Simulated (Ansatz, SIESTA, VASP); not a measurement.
## BaMg₂As₂ (P1, 5 atoms in the cell) computed with different codes at matched settings

Self-consistent single point.

```
CELL_PARAMETERS angstrom
      4.49298     0.00000     0.00000
     -2.24649     3.89104     0.00000
      0.00000     0.00000     7.77006
ATOMIC_POSITIONS crystal
  Ba 0.99612 0.98988 0.99523
  Mg 0.67713 0.34178 0.37618
  Mg 0.33423 0.66617 0.62602
  As 0.65317 0.32389 0.72416
  As 0.33935 0.67828 0.27841
```

Shared settings, as Ansatz (a first-principles code) writes them: kpoints.mp_grid.grid = 4 4 2; magnetization.spin_orbit = true; scf.occupations.method = fermi_dirac; scf.occupations.width = 0.0037 Ry. Potentials and cutoffs stand in the table.

| code | model | pressure (GPa) | largest force (eV/Å) | gap on the mesh (eV) | cutoff |
|---|---|---|---|---|---|
| VASP | PBEsol, spin-orbit coupling, VASP's PBE PAW potentials (set 64) | -0.74 | 0.337 | 0.810 | 300 eV |
| SIESTA | GGA PBEsol with spin-orbit coupling, numerical atomic orbitals TZP, PseudoDojo PBEsol fully relativistic norm-conserving potentials (rewritten from UPF to PSML) | – | 0.602 | 1.097 | grid 350 Ry |
| Ansatz | PBEsol with spin-orbit coupling, PAW files made with PBE | -1.07 | 0.374 | – | default |

Size of the force on each atom (eV/Å): Sizes of forces hide their directions.

```
code      Ba1    Mg2    Mg3    As4    As5
------  -----  -----  -----  -----  -----
VASP    0.225  0.122  0.206  0.337  0.306
SIESTA  0.335  0.178  0.225  0.548  0.602
Ansatz  0.217  0.123  0.201  0.374  0.347
```

A dash marks a value that a program does not give, or that is left out as unsure.

No gap is tabulated for Ansatz: it is not read from that output, or partly filled or unconverged empty levels leave it unsure.

Gaps are read on the mesh.

The spread over the programs that give each value: pressure within 0.33 GPa; largest force within 0.265 eV/Å; gap on the mesh within 0.287 eV.

SIESTA uses small atom-centred bases, whose incompleteness enters pressures, forces and empty levels differently from a plane-wave cutoff. Ansatz's pressure is given at a fixed set of plane waves, as the other plane-wave codes print theirs. In the force vectors, SIESTA (by 0.280) lies more than 0.08 eV/Å from the median of the plane-wave programs.

The shared mesh is coarse (it stands for a supercell whose shortest vector is 16 Å), so the values are not converged in it.

VASP's run is marked for a possible Pulay error in its stress at this cutoff; no cutoff test was made.

The starting cell comes from a database of computed structures (which also holds hypothetical and non-ambient phases and stackings), without a prior relaxation at this level. Its atoms were displaced at random from the sites of space group no. 164.

Keys are those of Ansatz 0.2.
